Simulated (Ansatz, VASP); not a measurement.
## ZrB2 in two plane-wave programs

Aim: how closely do two programs agree when they are given the same cell, functional and k mesh? The cell is taken from a series of runs on this material, whose earlier steps may have relaxed, scaled, displaced or heated it; both programs get it as it stands.

Method: plane waves, with VASP 6.6.1 beside it; zone-centre phonons at PBEsol, in Ansatz 0.2.0.

### Step 1. Set-up

Symmetry: P6/mmm, No. 191, hexagonal system. Conventional cell: a = 3.137 Å, b = 3.137 Å, c = 3.613 Å, α = 90.00°, β = 90.00°, γ = 120.00°. Nearest to B lie 3 B at 1.81 Å and 6 Zr at 2.56 Å. Nearest to Zr lie 12 B at 2.56 Å. Farther neighbours are not listed.

As a file:

```cif
data_structure
_symmetry_space_group_name_H-M 'P6/mmm'
_symmetry_Int_Tables_number 191
_cell_length_a 3.1372
_cell_length_b 3.1372
_cell_length_c 3.6127
_cell_angle_alpha 90.000
_cell_angle_beta 90.000
_cell_angle_gamma 120.000
_cell_volume 30.79
loop_
_atom_site_label
_atom_site_type_symbol
_atom_site_symmetry_multiplicity
_atom_site_Wyckoff_symbol
_atom_site_fract_x
_atom_site_fract_y
_atom_site_fract_z
_atom_site_occupancy
B1 B 2 d 0.33333 0.66667 0.50000 1
Zr1 Zr 1 a 0.00000 0.00000 0.00000 1
```

### Step 2. Ansatz: zone-centre phonons, PBEsol

Ansatz runs on its PAW soft_1 files.

Second derivatives magnify differences that forces hide, and they need a tight electronic threshold.

Input file input.yaml:

```yaml
crystal:
  lattice:
    - [3.1372197033, 0.0, 0.0]
    - [-1.5686098517, 2.7169119603, 0.0]
    - [0.0, 0.0, 3.6126587692]
  atoms:
    - { symbol: B, position: [0.3333333335, 0.6666666665, 0.5] }
    - { symbol: B, position: [0.6666666665, 0.3333333335, 0.5] }
    - { symbol: Zr, position: [0.0, 0.0, 0.0] }
kpoints:
  mp_grid: { grid: [15, 15, 12] }
hamiltonian:
  xc: pbesol
  pseudopotentials: { kind: paw, azcp: { folder: soft_1 }, xc_functional: pbe }
scf:
  occupations: { method: methfessel_paxton, width: 0.2 }
output:
  eigenvalues: true
phonons:
  method: dfpt
```

Run with:

```
> ansatz run input.yaml --threads 4 --pin off --max-ram 10240MiB --backend cpu --events-out ev --progress --plain --runs-dir out
```

Numbers of over 12 decimals in the logs are rounded to 6 here.

Output:

```text
zone centre: on kpoints.mp_grid the ground state, and the responses unless they are solved on pairs of k-points, stand on 448 of the mesh's 2700 k-points, reduced under 4 symmetry operations, with k and −k counted as one. Each operation leaves every solved displacement unchanged or reverses it
Engine: ansatz 0.2.0, x86_64-unknown-linux-gnu
Pseudopotentials: kind: paw
Pseudopotential: B, paw, valence charge 3, recommended cutoff 420 eV (normal), soft_1/B.paw.azcp
Pseudopotential: Zr, paw, valence charge 12, recommended cutoff 420 eV (normal), soft_1/Zr.paw.azcp
Functional definition: PBEsol
  exchange = pbesol_x
  correlation = pbesol_c
Crystal: 3 atoms, lattice volume = 30.793 Å³
Basis set: ecut = 420 eV, 565 PW (Γ), exchange–correlation on 48×48×50 points (8 copies of the dense FFT grid, shifted against one another)
Bands: 13, of which v1, the nominal top of the filled ones, is band 9 counted from 1 (8 counted from 0)
Symmetry: 24 space group operations
k-points: 448 of 2700 (irreducible under 4 space group operations, time reversal used)
Non-local potential: B, projectors of the file, l = 0: 2, l = 1: 2, l = 2: 1
Non-local potential: Zr, projectors of the file, l = 0: 3, l = 1: 2, l = 2: 2, l = 3: 1
PAW form: soft (Blöchl's): semilocal exchange-correlation on the pseudo side does not see the compensation charge
PAW frozen core: B, regenerated for the run's functional, and the local potential with it (the file was generated under x = pbe(κ = 0.804, μ = 0.219515), c = pbe(β = 0.066725))
PAW frozen core: Zr, regenerated for the run's functional, and the local potential with it (the file was generated under x = pbe(κ = 0.804, μ = 0.219515), c = pbe(β = 0.066725))
PAW one-centre angular grid: B, 110 points (default); XC on 64 Gauss nodes
PAW one-centre angular grid: Zr, 590 points (default); XC on 64 Gauss nodes
Initial density: superposition of atomic densities (chi_scale 0.1, normalization cell, long waves kept (reshape's long-wave potential 0.00 eV rms))
Initial wavefunctions: pseudopotential atomic-orbital guess
Functional: x = pbesol(κ = 0.804, μ = 0.123457), c = pbesol(β = 0.046)
SCF iter   1: F=—  HF=-4437.728772 eV  |F-HF|=—  |Δ(HF+E_count)|=         —  Δρ=5.58e-2  dr2=1.78e0  ethr=3.10e-3  ⟨swp⟩=4.9  Hψ=28076  notcnv=0
preconditioner: auto → none  [metal: Δε(μ)=0.051 eV  Ē_g=16.967 eV  σ=0.200 eV  W_gap=0.21  n_scr=8 (ndim 8)  ℏωp=26.8 eV  f_vac=0.000  D(μ)=0.23/eV (n_scr^D=0)  sad-step TF]
SCF iter   2: F=—  HF=-4437.324530 eV  |F-HF|=—  |Δ(HF+E_count)|=   4.04e-1  S|Δr|=    0.00e0  Δρ=2.80e-2  dr2=3.99e-1  ethr=3.10e-3  ⟨swp⟩=2.1  Hψ=11439  notcnv=0
SCF iter   3: F=—  HF=-4437.209674 eV  |F-HF|=—  |Δ(HF+E_count)|=   1.15e-1  S|Δr|=    0.00e0  Δρ=2.45e-3  dr2=1.73e-3  ethr=2.22e-3  ⟨swp⟩=5.0  Hψ=46272  notcnv=0
automatic band count: the SCF goes on with 17 bands, as 13 were too few: they end inside the smearing window of the response
SCF iter   4: F=—  HF=-4437.209953 eV  |F-HF|=—  |Δ(HF+E_count)|=   2.79e-4  S|Δr|=    0.00e0  Δρ=4.74e-4  dr2=5.00e-5  ethr=9.60e-6  ⟨swp⟩=2.2  Hψ=13719  notcnv=0
SCF iter   5: F=—  HF=-4437.209968 eV  |F-HF|=—  |Δ(HF+E_count)|=   1.43e-5  S|Δr|=    0.00e0  Δρ=5.39e-5  dr2=1.47e-6  ethr=2.78e-7  ⟨swp⟩=2.1  Hψ=10319  notcnv=0
SCF iter   6: F=—  HF=-4437.209967 eV  |F-HF|=—  |Δ(HF+E_count)|=   1.15e-7  S|Δr|=    0.00e0  Δρ=7.21e-6  dr2=1.03e-8  ethr=8.15e-9  ⟨swp⟩=2.3  Hψ=9093  notcnv=0
SCF iter   7: F=—  HF=-4437.209967 eV  |F-HF|=—  |Δ(HF+E_count)|=  9.76e-10  S|Δr|=    0.00e0  Δρ=1.81e-6  dr2=1.03e-9  ethr=5.74e-11  ⟨swp⟩=2.0  Hψ=10549  notcnv=0
SCF iter   8: F=-4437.209967 eV  HF=-4437.209967 eV  |F-HF|=4.55e-12  |Δ(HF+E_count)|=  3.27e-10  S|Δr|=    0.00e0  Δρ=2.00e-7  dr2=6.97e-12  ethr=1.00e-12  ⟨swp⟩=7.1  Hψ=40666  notcnv=0
SCF 1 converged in 8 iterations: F = -4437.209967 eV  dr2 = 6.97e-12
  greatest PAW one-centre occupation: 0.996 electrons in one spin orbital (limit 2), on the Zr atom at site 2 (counted from 0), in its partial waves of l = 0
DFPT response loops at Γ: preconditioner auto → Kerker (q_TF=auto, 2.495 Å⁻¹) (partly filled bands, converged f_vac=0.000); β = 1.00, the filter's whole step (`scf.mixing.beta` (0.50) is not read by the response loops under this deck's `scf.mixing.preconditioner`; to damp them name `kerker` or `kerker_dos`, under which they read `scf.mixing.beta`, and type it under 1.00, their step now; both keys bind the ground state too); Broyden in place of MSR1
SCF converged after 8 iterations
Stability not checked: this state was not tested for a lower state beside it, because cold or Methfessel-Paxton smearing, or corrected tetrahedra, fill the levels in a way that the test cannot read (fill_not_monotonic; see scf.lower_state_search)
Free energy (F): -4437.209967 eV
Harris-Foulkes:  -4437.209967 eV  (|F-HF|=4.55e-12)
Internal energy: -4437.210648 eV  (E = F + TS)
E sigma→0 (E₀):  -4437.210138 eV
Entropy (-TS):   0.000681 eV (0.227 meV/atom)
Fermi energy:    15.585592 eV
--- Per-component energies (eV) ---
  E_band       = -27.541889
  E_kinetic    = 418.041315
  E_local      = -530.888238  (includes V_loc(G=0)·N_el)
  E_nonlocal   = 91.045539
  E_hartree    = 178.910445
  E_xc         = -221.511017
  E_vxc        = -262.915620  (∫ρ·V_xc dr)
  E_paw        = -3059.905443  (= ΣΔE_a)
  E_vpaw       = -100.645714  (= ΣTr[D̂ρ^β])
  E_aug_tail   = -0.000010  (compensation charges beyond the density's cutoff)
  E_ewald      = -1313.098382
  E_core_change = 0.195143  (= ΣΔE_core)
  E_smearing   = 0.000681  (= −TS)
  E_closure    = 0.000000  (closes the sum)
  Σ components = -4437.209967   (vs F -4437.209967, Δ=0.00e0)
--- Band table (eV; the first three rows and the last of 448) ---
  k-point 0: bands = [... 5 lower, 12.9104, 13.0558, 13.2354, 13.2354, 19.0374, 19.0374, 19.5528, 19.5528, ... 4 higher]
  k-point 1: bands = [... 5 lower, 12.1159, 13.2976, 13.2976, 13.8128, 18.5744, 18.5744, 19.3592, 19.3592, ... 4 higher]
  k-point 2: bands = [... 5 lower, 11.2241, 13.4819, 13.4819, 14.6115, 17.8182, 17.8182, 18.8423, 18.8423, ... 4 higher]
  k-point 447: bands = [... 5 lower, 8.8126, 10.9858, 12.0567, 13.1152, 18.7206, 20.4569, 20.5785, 21.3385, ... 4 higher]
--- Phonons (Γ-DFPT): 4 representative perturbations + reference, on 448 of 2700 k-points (Σ response iterations 12) ---
  k mesh reduced under 4 symmetry operations, with k and −k counted as one. Each operation leaves every solved displacement unchanged or reverses it
  ASR residual: 1.787e-4 → 0.000e0 eV/Å²; symmetrization residual: 6.230e-7 eV/Å²
  ASR residual per site (eV/Å²): 8.60e-6 8.60e-6 1.79e-4
  Γ frequencies (cm⁻¹): 0.00 0.00 0.00 440.64 440.64 445.55 559.20 805.18 805.18
  non-analytic LO–TO correction: not included (Born effective charges unavailable; polar crystals: no LO–TO splitting at Γ)
```

[end of part 1 of 2]

[Lines on the potential files, build, host, timing and source positions are cut from VASP's logs without a mark.]

[Logs are printed without paths, hosts, clocks, repeated set-up lines and the standing remarks that a program may print on its own settings, such as how far it seeks lower states.]

[Hosts, paths, dates, database ids (printed as entryN), source tags and the programs' standing remarks are cut or masked in the printed files.]
